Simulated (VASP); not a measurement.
Set up this calculation in VASP 6.6.1, as the native input.

| Quantity | Value |
| --- | --- |
| Task | single point |
| Functional | LDA |
| Potentials or basis | VASP PAW LDA potentials, release 64 (Zn, Co) |
| Cutoff | 520 eV |
| k mesh | 10 × 10 × 6 |
| Occupations | methfessel-paxton, width 0.005 eV |
| Spin | collinear spin, typed start |
| Starting moments | [0.0, 3.2] μB |
| Dipole correction | no |
| Further INCAR settings | ALGO = Normal; EDIFF = 1e-07; NBANDS = 22 |

The structure of ZnCo lies in POSCAR:

```
ZnCo
1.0
    2.6072240000      0.0000000000      0.0000000000
   -1.3036120000      2.2579220000      0.0000000000
    0.0000000000      0.0000000000      4.1716830000
Zn Co
1 1
Direct
    0.6666670000      0.3333330000      0.0000000000
    0.0000000000      0.0000000000      0.5000000000
```

The cell comes from a database or a generator and needn't be the stable form of this composition.

These files were run (other wordings do the same):

INCAR

```
ALGO     = Normal         # electronic algorithm
EDIFF    = 1E-7           # SCF threshold, eV
ENCUT    = 520            # plane-wave cutoff, eV
ISIF     = 2              # what is computed and relaxed
ISMEAR   = 1              # smearing method
ISPIN    = 2              # spin polarisation
LASPH    = True           # aspherical terms in the spheres
LCHARG   = False          # write CHGCAR
LMAXMIX  = 4              # l up to which the mixer works
LORBIT   = 11             # projections on sites
LREAL    = False          # projectors in reciprocal space
LWAVE    = False          # write WAVECAR
MAGMOM   = 0 3.2          # initial moments
NBANDS   = 22             # bands
NELM     = 150            # most SCF steps
PREC     = Accurate       # precision mode
SIGMA    = 0.005          # smearing width, eV
```

KPOINTS

```
k-points
0
Gamma
  10 10 6
```

Potentials or basis: VASP PAW LDA potentials, release 64 (Zn, Co).

The run is started by

```bash
$ cat potpaw_LDA.64/Zn/POTCAR potpaw_LDA.64/Co/POTCAR > POTCAR
$ mpirun -np 1 vasp_std > vasp.out
```

It gave:

| Item | Value |
| --- | --- |
| Pressure | -13.9 GPa |
| Band gap on the k mesh | none (metal or under the smearing width) |
| Net moment | 1.23 μB per cell |
| Site moments | Zn -0.03; Co +1.29 μB |
| Valence electrons inside the program's atomic spheres | Zn 10.93; Co 8.14 |

It took 2.4 min on 1 thread of Intel(R) Xeon(R) Platinum 8488C (Sapphire Rapids) (shared host), peak memory 0.17 GiB.
